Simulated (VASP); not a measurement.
Data:

```yaml
crystal:
  lattice:
    - [0.00000, 2.93476, 2.93476]
    - [2.93476, 0.00000, 2.93476]
    - [2.93476, 2.93476, 0.00000]
  atoms:
    - { symbol: Sb, position: [0.00000, 0.00000, 0.00000] }
    - { symbol: Pd, position: [0.50000, 0.50000, 0.50000] }
```

These are PBE GGA, VASP's PBE PAW potentials (set 64) (plane waves; VASP) values and carry that method's errors. Numerical set-up: 400 eV cut-off, 10×10×10 Γ-centred mesh, first-order Methfessel-Paxton smearing of 0.10 eV, potentials Sb Pd.

Q: Give the stress tensor in GPa (positive for a compressed cell).

A: 
```
-10.96    0.00    0.00
  0.00  -10.96    0.00
  0.00    0.00  -10.96
```
The pressure is its mean diagonal, -10.96 GPa.

The structure was generated: SbPd was put into the rocksalt type (Fm-3m), which need not be its known phase. The cell was not relaxed at this level. The electron count is odd and the run is not spin-polarised, which forces a metal.
